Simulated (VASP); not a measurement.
Method: PBEsol GGA, VASP's PBE PAW potentials (set 64) (plane waves; VASP).

The input files of a VASP run:

**INCAR**
```
EDIFF  =  1E-7
LWAVE  =  F
ISIF  =  2
LMAXMIX  =  6
PREC  =  Accurate
ENCUT  =  480   ! plane-wave cut-off (eV)
ISMEAR  =  1   ! Methfessel-Paxton
SYSTEM  =  Au
SIGMA  =  0.1   ! width (eV)
ALGO  =  Normal
LCHARG  =  F
NELM  =  100   ! most electronic steps
LREAL  =  F   ! projection in real space or not
GGA  =  PS   ! PBEsol
LASPH  =  T   ! aspherical one-centre terms
```

File KPOINTS:
```
Automatic mesh
0
gamma
  14 14 14
```

### POSCAR
```
Au
1
    0.0000000000     2.0302490786     2.0404513352
    2.0404513352     0.0000000000     2.0404513352
    2.0404513352     2.0302490786     0.0000000000
Au
1
Direct
  0.0000000000   0.0000000000   0.0000000000
```

POTCAR, in this order: Au (PBE.64 set). Program: vasp_std.

The resulting files:

### OUTCAR
```
 ion  position               nearest neighbor table
   1  0.000  0.000  0.000-
  LATTYP: Found a body centered tetragonal cell.
 ALAT       =     2.8856339516
 C/A-ratio  =     1.4071424946
 Subroutine PRICEL returns:
 Original cell was already a primitive cell.
 Subroutine GETGRP returns: Found 16 space group operations
The static configuration has the point symmetry D_4h.
The dynamic configuration has the point symmetry D_4h.
 Subroutine INISYM returns: Found 16 space group operations
 Subroutine IBZKPT returns following result:
 Found    244 irreducible k-points:

 Following reciprocal coordinates:
            Coordinates               Weight
  0.000000  0.000000  0.000000      1.000000
  0.071429  0.000000  0.000000      8.000000
  0.142857  0.000000 -0.000000      8.000000
  0.214286  0.000000 -0.000000      8.000000
  0.285714  0.000000 -0.000000      8.000000
  0.357143  0.000000  0.000000      8.000000
  0.428571  0.000000 -0.000000      8.000000
  0.500000  0.000000  0.000000      4.000000
  0.071429  0.071429  0.000000      4.000000
...
```

File OSZICAR:
```
       N       E                     dE             d eps       ncg     rms          rms(c)
DAV:   1     0.391705489601E+02    0.39171E+02   -0.55428E+03  4849   0.102E+03
DAV:   2    -0.390287076530E+01   -0.43073E+02   -0.40392E+02  4604   0.192E+02
DAV:   3    -0.425838709830E+01   -0.35552E+00   -0.35529E+00  5121   0.182E+01
DAV:   4    -0.425930049354E+01   -0.91340E-03   -0.91338E-03  4919   0.976E-01
DAV:   5    -0.425930604917E+01   -0.55556E-05   -0.55565E-05  4926   0.725E-02    0.987E+00
DAV:   6    -0.394848149513E+01    0.31082E+00   -0.10066E+00  4471   0.976E+00    0.607E+00
DAV:   7    -0.392447461789E+01    0.24007E-01   -0.93496E-02  4728   0.290E+00    0.286E+00
DAV:   8    -0.392143180913E+01    0.30428E-02   -0.19831E-03  4690   0.515E-01    0.282E-01
DAV:   9    -0.392141898658E+01    0.12823E-04   -0.72603E-06  4847   0.317E-02    0.142E-02
DAV:  10    -0.392142232587E+01   -0.33393E-05   -0.10535E-06  4910   0.110E-02    0.155E-03
DAV:  11    -0.392142233699E+01   -0.11124E-07   -0.32564E-08  2812   0.187E-03
   1 F= -.39214223E+01 E0= -.39215346E+01  d E =0.336692E-03
```

**OUTCAR**
```
------------------------ aborting loop because EDIFF is reached ----------------------------------------
  FORCE on cell =-STRESS in cart. coord.  units (eV):
  Direction    XX          YY          ZZ          XY          YZ          ZX
  --------------------------------------------------------------------------------------
  Total        0.0886015      0.1081623      0.0886015      0.0000000      0.0000000      0.0000000
  in kB        8.3969206     10.2507292      8.3969206      0.0000000      0.0000000      0.0000000
  external PRESSURE =       9.0148568 kB  Pullay stress =       0.0000000 kB
  volume of cell :       16.91
      direct lattice vectors                 reciprocal lattice vectors
     0.000000000  2.030249079  2.040451335    -0.245043825  0.246275201  0.245043825
     2.040451335  0.000000000  2.040451335     0.245043825 -0.246275201  0.245043825
     2.040451335  2.030249079  0.000000000     0.245043825  0.246275201 -0.245043825
 POSITION                                       TOTAL-FORCE (eV/Angst)
 -----------------------------------------------------------------------------------
      0.00000      0.00000      0.00000        -0.000000      0.000000      0.000000
 -----------------------------------------------------------------------------------
    total drift:                               -0.000000      0.000000      0.000000
  FREE ENERGIE OF THE ION-ELECTRON SYSTEM (eV)
  ---------------------------------------------------
  free  energy   TOTEN  =        -3.9214223370 eV

  energy  without entropy=       -3.9217590289  energy(sigma->0) =       -3.92153457
```
(Selected blocks of OUTCAR.)

The compound is Au in the fcc structure. This cell was strained or had an atom moved on purpose.
